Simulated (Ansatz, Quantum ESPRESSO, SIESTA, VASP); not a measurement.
One structure in several programs: Ca₂GaCu₂ (P1, 5 atoms in the cell)

Self-consistent single point, at a second geometry (atoms moved at random). First geometry:

```
Ca2GaCu2
1.0
   -2.18686     2.72865     4.58024
    2.18686    -2.72865     4.58024
    2.18686     2.72865    -4.58024
Ca Ga Cu
2 1 2
Cartesian
  2.18686   0.00000   2.79844
  0.00000   2.72865   1.78181
  0.00000   0.00000   0.00000
  0.00000   1.34506   4.58024
  2.18686   1.38359   0.00000
```

Second geometry:
```
CELL_PARAMETERS angstrom
     -2.18686     2.72865     4.58024
      2.18686    -2.72865     4.58024
      2.18686     2.72865    -4.58024
ATOMIC_POSITIONS crystal
  Ca 0.29683 0.79534 0.48620
  Ca 0.69793 0.20520 0.51320
  Ga 0.00344 0.00387 0.00944
  Cu 0.74424 0.49280 0.23685
  Cu 0.25756 0.50279 0.75431
```

Shared settings, as Ansatz (an electronic-structure program) writes them: kpoints.mp_grid.grid = 5 5 5; scf.occupations.method = fermi_dirac; scf.occupations.width = 0.1 eV. Potentials and cutoffs stand in the table.

```json
[
 {"code": "SIESTA", "model": "GGA PBEsol, numerical atomic orbitals DZP, PseudoDojo PBEsol standard norm-conserving potentials (rewritten from UPF to PSML)", "ΔF from the first geometry (meV/atom)": "4.6", "pressure (GPa)": "1.43", "largest force (eV/Å)": "0.340", "cutoff": "grid 400 Ry"},
 {"code": "Quantum ESPRESSO", "model": "PBEsol, GBRV 1.5 ultrasoft (PBESOL) pseudopotentials", "ΔF from the first geometry (meV/atom)": "3.7", "pressure (GPa)": "-4.80", "largest force (eV/Å)": "0.241", "cutoff": "50 Ry"},
 {"code": "Ansatz", "model": "PBEsol, default PAW files made with PBE", "ΔF from the first geometry (meV/atom)": "3.7", "pressure (GPa)": "-4.51", "largest force (eV/Å)": "0.240", "cutoff": "420 eV"},
 {"code": "VASP", "model": "PBEsol, VASP's PBE PAW potentials (set 64)", "ΔF from the first geometry (meV/atom)": "3.7", "pressure (GPa)": "-4.91", "largest force (eV/Å)": "0.237", "cutoff": "300 eV"}
]
```

Size of the force on each atom (eV/Å): Sizes of forces hide their directions.

| code | Ca1 | Ca2 | Ga3 | Cu4 | Cu5 |
|---|---|---|---|---|---|
| SIESTA | 0.295 | 0.340 | 0.248 | 0.243 | 0.148 |
| Quantum ESPRESSO | 0.241 | 0.198 | 0.176 | 0.138 | 0.105 |
| Ansatz | 0.240 | 0.197 | 0.175 | 0.140 | 0.106 |
| VASP | 0.237 | 0.196 | 0.177 | 0.141 | 0.105 |

On Ansatz's run: spin polarisation is off.

The spread over the programs that give each value: ΔF from the first geometry within 0.9 meV/atom; pressure within 6.34 GPa; largest force within 0.103 eV/Å.

SIESTA uses small atom-centred bases, whose incompleteness enters pressures, forces and empty levels differently from a plane-wave cutoff. Ansatz's pressure is given at a fixed set of plane waves, as the other plane-wave codes print theirs. In the pressure, SIESTA (by 6.23) lies more than 1 GPa from the median of the plane-wave programs. In the force vectors, SIESTA (by 0.228) lies more than 0.08 eV/Å from the median of the plane-wave programs.

VASP's run is marked for a possible Pulay error in its stress at this cutoff; no cutoff test was made.

The starting cell comes from a database of computed structures (which also holds hypothetical and non-ambient phases and stackings), without a prior relaxation at this level. Its lattice was rescaled by a random factor within 2.5 % of one. For this run, on top of that: atoms moved at random.

Left out of this page: CP2K (not drawn, or without a comparable value).

Keys are those of Ansatz 0.2.
